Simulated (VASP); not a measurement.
An input for Quantum ESPRESSO's pw.x (written as the equivalent of a VASP run, and not itself run):

```
&CONTROL
  calculation = 'vc-relax'
  pseudo_dir = './pseudo'
  outdir = './out'
  tprnfor = .true.
  tstress = .true.
  nstep = 40
  forc_conv_thr = 0.00078
/
&SYSTEM
  ibrav = 0
  nat = 4
  ntyp = 2
  ecutwfc = 78
  occupations = 'smearing'
  smearing = 'methfessel-paxton'
  degauss = 0.00735
  input_dft = 'pbesol'
/
&ELECTRONS
  conv_thr = 7.3e-08
  electron_maxstep = 100
/
&IONS
/
&CELL
  press = 200
/
ATOMIC_SPECIES
  Ge 72.630 Ge.upf
  Sn 118.710 Sn.upf
CELL_PARAMETERS angstrom
     3.6841121    0.0000000   -0.0000000
    -1.8420560    3.1905395    0.0000000
     0.0000000   -0.0000000    7.0155893
ATOMIC_POSITIONS crystal
  Ge   0.0000000  1.0000000  0.0000000
  Ge   0.0000000  1.0000000  0.5000000
  Sn   0.3333330  0.6666670  0.2500000
  Sn   0.6666670  0.3333330  0.7500000
K_POINTS automatic
  10 10 5 0 0 0
```

Translate this input to VASP (INCAR, KPOINTS, POSCAR, choice of POTCAR).

This is not unique; one that fits is 
### INCAR
```
! general
SYSTEM  = GeSn
PREC    = Accurate
ENCUT   = 500
LREAL   = .FALSE.
LASPH   = .TRUE.

! electronic loop
EDIFF   = 1E-6
NELM    = 100
ALGO    = Normal
LMAXMIX = 4

! smearing
ISMEAR  = 1
SIGMA   = 0.1

! functional
GGA     = PS

! ions
IBRION  = 2
NSW     = 40
ISIF    = 3
EDIFFG  = -0.02
PSTRESS = 200

! output
LWAVE   = .FALSE.
LCHARG  = .FALSE.
```

File POSCAR:
```
GeSn
1.0
  3.6841120767   0.0000000000   0.0000000000
 -1.8420560383   3.1905395392   0.0000000000
  0.0000000000   0.0000000000   7.0155893375
Ge Sn
2 2
Cartesian
 -1.8420560383   3.1905395392   0.0000000000
 -1.8420560383   3.1905395392   3.5077946687
 -0.0000018420   2.1270274230   1.7538973344
  1.8420578804   1.0635121162   5.2616920031
```

**KPOINTS**
```
Automatic mesh
0
Gamma
10 10 5
0 0 0
```

POTCAR, in this order: Ge_d Sn_d (PBE.64 set). Program: vasp_std.

What does not carry over: the potentials are each code's own (VASP's PAW set, PseudoDojo norm-conserving files in pw.x), so ENCUT and ecutwfc are chosen apart and not converted; conv_thr bounds pw.x's estimated SCF error, while EDIFF bounds the energy change between steps; forc_conv_thr acts on force components and is met together with etot_conv_thr.

The structure was generated: GeSn was put into the NiAs type type (P6_3/mmc), which need not be its known phase. This run relaxes it under an external pressure of 20 GPa. Symmetry was kept, so distortions that lower it aren't found.
